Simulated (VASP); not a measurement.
Crystal: SnTe.

```
Sn Te
1.0
     0.00000    3.18581    3.18581
     3.18581    0.00000    3.18581
     3.18581    3.18581    0.00000
Sn Te
1 1
Cartesian
  0.0000 0.0000 0.0000
  3.1858 3.1858 3.1858
```

The cell is a database's computed one.

```yaml
Program: VASP 6.6.1
Task: relaxation of cell and atoms
Functional: RPBE
Potentials_or_basis: VASP PAW PBE potentials, release 64 (Sn_d, Te)
Cutoff: 600 eV
k_mesh: 12 × 12 × 12
Occupations: gaussian, width 0.1 eV
Spin: no spin polarisation
```

At the start: pressure 2.1 GPa; volume 32.33 Å³/atom.

How do energy, volume and symmetry change on relaxing?

Over 3 steps the energy falls by 10.8 meV/atom and the volume is 34.05 Å³/atom (+5.3 %); space group Fm-3m (No. 225, to 0.05 Å).

The path:
```csv
step,energy change (eV),largest force (eV/Å),pressure (GPa),volume (Å³)
1,0.0000,0.0000,2.11,64.67
2,-0.0209,0.0000,-0.32,68.73
3,-0.0216,0.0000,0.00,68.10
```

Final structure:
```cif
data_structure
_symmetry_space_group_name_H-M 'P 1'
_symmetry_Int_Tables_number 1
_cell_length_a 4.5838
_cell_length_b 4.5838
_cell_length_c 4.5838
_cell_angle_alpha 60.000
_cell_angle_beta 60.000
_cell_angle_gamma 60.000
_cell_volume 68.10
loop_
_atom_site_label
_atom_site_type_symbol
_atom_site_fract_x
_atom_site_fract_y
_atom_site_fract_z
_atom_site_occupancy
Sn1 Sn 0.00000 0.00000 0.00000 1
Te1 Te 0.50000 0.50000 0.50000 1
```

Caveat: the PAW data sets were made with another functional, which shifts forces and pressure a little.
